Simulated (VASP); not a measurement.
```
CELL_PARAMETERS angstrom
      3.89406     0.00000     0.00000
     -1.94703     3.37235     0.00000
      0.00000     0.00000     6.83766
ATOMIC_POSITIONS crystal
  Ca 0.66667 0.33333 0.18557
  Ca 0.33333 0.66667 0.81443
  H  0.66667 0.33333 0.85045
  H  0.33333 0.66667 0.14955
  H  0.00000 0.00000 0.00000
  Br 0.00000 0.00000 0.50000
```

The numbers are results of r2SCAN meta-GGA, VASP's PBE PAW potentials (set 64) (plane waves; VASP), not measurements. Numerical set-up: 400 eV cut-off, 6×6×3 Γ-centred mesh, Gaussian smearing of 0.050 eV, potentials Ca_sv H Br.

Question: Predict the energy per atom (σ→0).

Answer: 
```yaml
energy per atom (σ→0): -710.6 kJ/mol of atoms
```

Total energies compare only between runs with the same potentials, cut-off and functional.

The structure comes from a computed database's Ca2H3Br entry (P-3m1); how it stands against other phases isn't given here. It was relaxed first. The start is the result of an earlier pass.
